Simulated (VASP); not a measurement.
# Ca2C (Fm-3m) in VASP: a series of runs

One crystal, Ca2C, is run at these levels: PBE, r2SCAN; tasks: single point.

All numbers are computed with VASP 6.6.1; they aren't measurements. Logs are shortened: lines on timing, memory, paths and dates and some standing lists are left out, and cuts for length are marked.

### 1 The cell of the first run

The structure is cubic, space group Fm-3m (No. 225). The conventional cell has a = 6.411 Å, b = 6.411 Å, c = 6.411 Å, α = 90.00°, β = 90.00°, γ = 90.00°. C (site symmetry m-3m) has 8 Ca at 2.78 Å as nearest neighbours. Around Ca (site symmetry -43m) lie 4 C at 2.78 Å.

The cell was built by a generator and needn't be a form met in nature.

### 2 Single point, PBE (hydrostatic strain +2.5%)

Input file INCAR:

```
PREC = Accurate
ENCUT = 520
EDIFF = 1E-7
ISMEAR = -1
SIGMA = 0.02
LREAL = F
LASPH = T
NELM = 60
ALGO = Normal
ISIF = 2
LWAVE = F
LCHARG = F
GGA = PE
NBANDS = 19
```

Input file KPOINTS:

```
Automatic mesh
0
Gamma
  8 8 8
```

Input file POSCAR:

```
Ca2C
1.0
    0.0000000000      3.2055434724      3.2055434724
    3.2055434724      0.0000000000      3.2055434724
    3.2055434724      3.2055434724      0.0000000000
C Ca
1 2
Direct
    0.0000000000      0.0000000000      0.0000000000
    0.2500000000      0.2500000000      0.2500000000
    0.7500000000      0.7500000000      0.7500000000
```

Potentials or basis: VASP PAW PBE potentials, release 64 (C, Ca_sv).

On the command line:

```bash
$ cat potpaw_PBE.64/C/POTCAR potpaw_PBE.64/Ca_sv/POTCAR > POTCAR
$ mpirun -np 1 vasp_std > vasp.out
```

OUTCAR:

```text
PREC = Accurate
   ENCUT = 520
   EDIFF = 1E-7
   ISMEAR = -1
   LREAL = F
   LASPH = T
   NELM = 60
   ISIF = 2
   GGA = PE

 ion  position               nearest neighbor table
   1  0.000  0.000  0.000-
   2  0.250  0.250  0.250-
   3  0.750  0.750  0.750-

  LATTYP: Found a face centered cubic cell.
 ALAT       =     6.4110869448

  Lattice vectors:

 A1 = (   0.0000000000,   3.2055434724,   3.2055434724)
 A2 = (   3.2055434724,   0.0000000000,   3.2055434724)
 A3 = (   3.2055434724,   3.2055434724,   0.0000000000)

Analysis of symmetry for initial positions (statically):
=====================================================================
 Subroutine PRICEL returns:
 Original cell was already a primitive cell.

 Routine SETGRP: Setting up the symmetry group for a
 face centered cubic supercell.

 Subroutine GETGRP returns: Found 48 space group operations
 (whereof 48 operations were pure point group operations)
 out of a pool of 48 trial point group operations.

The static configuration has the point symmetry O_h .

Analysis of symmetry for dynamics (positions and initial velocities):
=====================================================================
 Subroutine PRICEL returns:
 Original cell was already a primitive cell.

 Routine SETGRP: Setting up the symmetry group for a
 face centered cubic supercell.

 Subroutine GETGRP returns: Found 48 space group operations
 (whereof 48 operations were pure point group operations)
 out of a pool of 48 trial point group operations.

The dynamic configuration has the point symmetry O_h .

 Subroutine INISYM returns: Found 48 space group operations
 (whereof 48 operations are pure point group operations),
 and found     1 'primitive' translations

----------------------------------------------------------------------------------------

                                     Primitive cell

  volume of cell :      65.8772

  direct lattice vectors                    reciprocal lattice vectors
     0.000000000  3.205543472  3.205543472    -0.155979791  0.155979791  0.155979791
     3.205543472  0.000000000  3.205543472     0.155979791 -0.155979791  0.155979791
     3.205543472  3.205543472  0.000000000     0.155979791  0.155979791 -0.155979791

  length of vectors
     4.533323053  4.533323053  4.533323053     0.270164922  0.270164922  0.270164922

  position of ions in fractional coordinates (direct lattice)
     0.000000000  0.000000000  0.000000000
     0.250000000  0.250000000  0.250000000
     0.750000000  0.750000000  0.750000000

  ion indices of the primitive-cell ions
   primitive index   ion index
                 1           1
                 2           2
                 3           3

----------------------------------------------------------------------------------------

 KPOINTS: Automatic mesh

Automatic generation of k-mesh.
 Grid dimensions read from file:
 generate k-points for:    8    8    8

 Generating k-lattice:

  Cartesian coordinates                     Fractional coordinates (reciprocal lattice)
    -0.019497474  0.019497474  0.019497474     0.125000000  0.000000000  0.000000000
     0.019497474 -0.019497474  0.019497474     0.000000000  0.125000000  0.000000000
     0.019497474  0.019497474 -0.019497474     0.000000000  0.000000000  0.125000000

  Length of vectors
     0.033770615  0.033770615  0.033770615

  Shift w.r.t. Gamma in fractional coordinates (k-lattice)
     0.000000000  0.000000000  0.000000000

 Subroutine IBZKPT returns following result:
 ===========================================

 Found     29 irreducible k-points:

 Following reciprocal coordinates:
            Coordinates               Weight
  0.000000  0.000000  0.000000      1.000000
  0.125000  0.000000  0.000000      8.000000
  0.250000  0.000000  0.000000      8.000000
  0.375000  0.000000  0.000000      8.000000
  0.500000  0.000000  0.000000      4.000000
  0.125000  0.125000  0.000000      6.000000
[... 16 lines left out ...]
  0.500000  0.250000  0.125000     48.000000
 -0.375000  0.250000  0.125000     24.000000
 [... further k-points ...]
   k-points           NKPTS =     29   k-points in BZ     NKDIM =     29   number of bands    NBANDS=     19
   number of dos      NEDOS =    301   number of ions     NIONS =      3
   total plane-waves  NPLWV =  46656
   dimension x,y,z NGX =    36 NGY =   36 NGZ =   36
   dimension x,y,z NGXF=    72 NGYF=   72 NGZF=   72
   ions per type =               1   2
   NGX,Y,Z   is equivalent  to a cutoff of  13.20, 13.20, 13.20 a.u.
   NGXF,Y,Z  is equivalent  to a cutoff of  26.40, 26.40, 26.40 a.u.
 SYSTEM =  unknown system
   PREC   = accura    normal or accurate (medium, high low for compatibility)
   ISTART =      0    job   : 0-new  1-cont  2-samecut
   ICHARG =      2    charge: 1-file 2-atom 10-const
   ISPIN  =      1    spin polarized calculation?
   LNONCOLLINEAR =      F non collinear calculations
   LSORBIT =      F    spin-orbit coupling
   LASPH  =      T    aspherical Exc in radial PAW
   ENCUT  =  520.0 eV  38.22 Ry    6.18 a.u.   8.43  8.43  8.43*2*pi/ulx,y,z
   NELM   =     60;   NELMIN=  2; NELMDL= -5     # of ELM steps
   EDIFF  = 0.1E-06   stopping-criterion for ELM
   LREAL  =      F    real-space projection
   EDIFFG = 0.1E-05   stopping-criterion for IOM
   NSW    =      0    number of steps for IOM
   IBRION =     -1    ionic relax: 0-MD 1-quasi-New 2-CG
   NFREE  =      0    steps in history (QN), initial steepest desc. (CG)
   ISIF   =      2    stress and relaxation
   ISYM   =      2    0-nonsym 1-usesym 2-fastsym
   POTIM  = 0.5000    time-step for ionic-motion
   TEBEG  =    0.0;   TEEND  =   0.0 temperature during run
   PSTRESS=    0.0 pullay stress
   NELECT =      24.0000    total number of electrons
   NUPDOWN=      -1.0000    fix difference up-down
   EMIN   =  10.00;   EMAX   =-10.00  energy-range for DOS
   EFERMI =   0.00;   METHOD = LEGACY
   ISMEAR =    -1;   SIGMA  =   0.02  broadening in eV -4-tet -1-fermi 0-gaus
   EFERMI_NEDOS =   21; number of points for ismear=-14 and -15
   IALGO  =     38    algorithm
   IMIX   =      4    mixing-type and parameters
     AMIX     =   0.40;   BMIX     =  1.00
     AMIX_MAG =   1.60;   BMIX_MAG =  1.00
  volume/ion in A,a.u.               =      21.96       148.19
  Fermi-wavevector in a.u.,A,eV,Ry     =   1.169231  2.209526 18.600533  1.367101
  Thomas-Fermi vector in A             =   2.305706
   LORBIT       =      0    0 simple, 1 ext, 2 COOP (PROOUT), +10 PAW based schemes
   GGA     = PE    functional components
   LHFCALC =     F    Hartree Fock is set to
   AEXX    =    0.0000 exact exchange contribution
   IVDW    =     0    specifies the selected vdW correction
   LEPSILON=     F    determine dielectric tensor
   LRPA    =     F    only Hartree local field effects (RPA)
 non-spin polarized calculation
  energy-cutoff  :      520.00
  volume of cell :       65.88
 maximum number of plane-waves:      1807
 NGX is ok and might be reduce to    36
   NGX = 17   NGY = 17   NGZ = 17

 number of electron      23.9999998 magnetization

 Free energy of the ion-electron system (eV)
  ---------------------------------------------------
  ext. energy  EPLUGINS =         0.00000000
  ---------------------------------------------------
  free energy    TOTEN  =       -12.03487473 eV

  energy without entropy =      -12.03486890  energy(sigma->0) =      -12.03487182

 E-fermi :   2.9883     XC(G=0):  -9.2034

 val. band max:        2.8382427878   @ k =   0.5000   0.5000   0.0000
 cond. band min:       3.1185337253   @ k =   0.5000   0.5000   0.0000
 fundamental gap:      0.2802909375
 Fermi energy:         2.9883207555

 k-point     1 :       0.0000    0.0000    0.0000
  band No.  band energies     occupation
      1     -37.6035      2.00000
      2     -37.4422      2.00000
      3     -18.7411      2.00000
      4     -18.7411      2.00000
      5     -18.7411      2.00000
      6     -18.3853      2.00000
[... 11 lines left out ...]
     18       8.3411      0.00000
     19       9.1168      0.00000

 k-point     2 :       0.1250    0.0000    0.0000
  band No.  band energies     occupation
      1     -37.5972      2.00000
      2     -37.4481      2.00000
      3     -18.7330      2.00000
      4     -18.7291      2.00000
      5     -18.7291      2.00000
      6     -18.4063      2.00000
[... 11 lines left out ...]
     18       8.1743      0.00000
     19       9.2127      0.00000

 k-point     3 :       0.2500    0.0000    0.0000
  band No.  band energies     occupation
      1     -37.5791      2.00000
      2     -37.4651      2.00000
      3     -18.7084      2.00000
      4     -18.6942      2.00000
      5     -18.6942      2.00000
      6     -18.4617      2.00000
[... 11 lines left out ...]
     18       7.7905      0.00000
     19       8.4962      0.00000

 k-point     4 :       0.3750    0.0000    0.0000
  band No.  band energies     occupation
      1     -37.5524      2.00000
      2     -37.4907      2.00000
      3     -18.6663      2.00000
      4     -18.6401      2.00000
      5     -18.6401      2.00000
      6     -18.5342      2.00000
[... 11 lines left out ...]
     18       7.3966      0.00000
     19       7.6349      0.00000

 k-point     5 :       0.5000    0.0000    0.0000
  band No.  band energies     occupation
      1     -37.5214      2.00000
      2     -37.5213      2.00000
      3     -18.6139      2.00000
      4     -18.5991      2.00000
      5     -18.5761      2.00000
      6     -18.5761      2.00000
[... 11 lines left out ...]
     18       7.1471      0.00000
     19       7.2931      0.00000

 k-point     6 :       0.1250    0.1250    0.0000
  band No.  band energies     occupation
      1     -37.5954      2.00000
      2     -37.4498      2.00000
      3     -18.7523      2.00000
      4     -18.7523      2.00000
      5     -18.6775      2.00000
      6     -18.4651      2.00000
[... 11 lines left out ...]
     18       8.0502      0.00000
     19       8.6862      0.00000

 k-point     7 :       0.2500    0.1250    0.0000
  band No.  band energies     occupation
      1     -37.5821      2.00000
      2     -37.4621      2.00000
      3     -18.7524      2.00000
      4     -18.7494      2.00000
      5     -18.6113      2.00000
      6     -18.5475      2.00000
[... 11 lines left out ...]
     18       7.7408      0.00000
     19       8.2381      0.00000

 k-point     8 :       0.3750    0.1250    0.0000
  band No.  band energies     occupation
      1     -37.5596      2.00000
      2     -37.4835      2.00000
      3     -18.7309      2.00000
      4     -18.7196      2.00000
      5     -18.6328      2.00000
      6     -18.5389      2.00000
[... 256 lines left out ...]
 k-point    20 :      -0.3750    0.3750    0.0000
  band No.  band energies     occupation
      1     -37.5317      2.00000
      2     -37.5095      2.00000
      3     -18.8820      2.00000
      4     -18.7671      2.00000
      5     -18.7551      2.00000
      6     -18.4073      2.00000
[... 11 lines left out ...]
     18       7.5053      0.00000
     19       7.9346      0.00000

 k-point    21 :       0.5000    0.5000    0.0000
  band No.  band energies     occupation
      1     -37.5472      2.00000
      2     -37.4936      2.00000
      3     -18.9078      2.00000
      4     -18.8165      2.00000
      5     -18.8165      2.00000
      6     -18.3369      2.00000
[... 11 lines left out ...]
     18       7.7535      0.00000
     19       7.7535      0.00000

 k-point    22 :       0.3750    0.2500    0.1250
  band No.  band energies     occupation
      1     -37.5675      2.00000
      2     -37.4757      2.00000
      3     -18.7915      2.00000
      4     -18.7135      2.00000
      5     -18.6427      2.00000
      6     -18.5300      2.00000
[... 11 lines left out ...]
     18       7.4299      0.00000
     19       8.3929      0.00000

 k-point    23 :       0.5000    0.2500    0.1250
  band No.  band energies     occupation
      1     -37.5460      2.00000
      2     -37.4963      2.00000
      3     -18.8032      2.00000
      4     -18.7248      2.00000
      5     -18.6553      2.00000
      6     -18.5060      2.00000
[... 11 lines left out ...]
     18       7.6581      0.00000
     19       8.0321      0.00000

 k-point    24 :      -0.3750    0.2500    0.1250
  band No.  band energies     occupation
      1     -37.5209      2.00000
      2     -37.5209      2.00000
      3     -18.7871      2.00000
      4     -18.7745      2.00000
      5     -18.5831      2.00000
      6     -18.5827      2.00000
[... 11 lines left out ...]
     18       7.5249      0.00000
     19       7.9830      0.00000

 [... further k-points ...]

------------------------ aborting loop because EDIFF is reached ----------------------------------------

  FORCE on cell =-STRESS in cart. coord.  units (eV):
  Direction    XX          YY          ZZ          XY          YZ          ZX
  --------------------------------------------------------------------------------------
  -------------------------------------------------------------------------------------
  Total       -1.1002295     -1.1002295     -1.1002295      0.0000000     -0.0000000      0.0000000
  in kB      -26.7583204    -26.7583204    -26.7583204      0.0000000     -0.0000000      0.0000000
  external PRESSURE =     -26.7583204 kB  Pullay stress =       0.0000000 kB

 VOLUME and BASIS-vectors are now :
 -----------------------------------------------------------------------------
  energy-cutoff  :      520.00
  volume of cell :       65.88
      direct lattice vectors                 reciprocal lattice vectors
     0.000000000  3.205543472  3.205543472    -0.155979791  0.155979791  0.155979791
     3.205543472  0.000000000  3.205543472     0.155979791 -0.155979791  0.155979791
     3.205543472  3.205543472  0.000000000     0.155979791  0.155979791 -0.155979791

 POSITION                                       TOTAL-FORCE (eV/Angst)
 -----------------------------------------------------------------------------------
      0.00000      0.00000      0.00000         0.000000     -0.000000     -0.000000
      1.60277      1.60277      1.60277         0.000000      0.000000     -0.000000
      4.80832      4.80832      4.80832        -0.000000     -0.000000      0.000000
 -----------------------------------------------------------------------------------
    total drift:                                0.000000      0.000000      0.000000

  FREE ENERGIE OF THE ION-ELECTRON SYSTEM (eV)
  ---------------------------------------------------
  free  energy   TOTEN  =       -12.0348747321 eV

  energy  without entropy=      -12.0348689020  energy(sigma->0) =      -12.03487182
```

It took 29 s on 1 thread of AMD EPYC 9R45 (Zen 5), shared host; peak memory 0.18 GiB.

What came out:

| Quantity | Value |
| --- | --- |
| Free energy | -12.0349 eV |
| Pressure | -2.7 GPa |
| Band gap on the k mesh | 0.28 eV, direct |

Levels at points of the mesh, in eV from the valence-band top:
| k point | band 8 | band 9 | band 10 | band 11 | band 12 | band 13 | band 14 | band 15 | band 16 | band 17 |
| --- | --- | --- | --- | --- | --- | --- | --- | --- | --- | --- |
| (0.00, 0.00, 0.00) | -21.22 | -8.22 | -0.89 | -0.89 | -0.89 | 0.58 | 1.91 | 1.91 | 5.50 | 5.50 |
| (0.50, 0.00, 0.00) | -21.41 | -7.67 | -1.89 | -0.33 | -0.33 | 2.68 | 2.91 | 2.91 | 3.76 | 4.29 |
| (0.50, 0.50, 0.00) | -21.13 | -7.54 | -1.92 | 0.00 | 0.00 | 0.28 | 2.39 | 2.67 | 4.55 | 4.55 |

(Continued in part 2 of 2.)
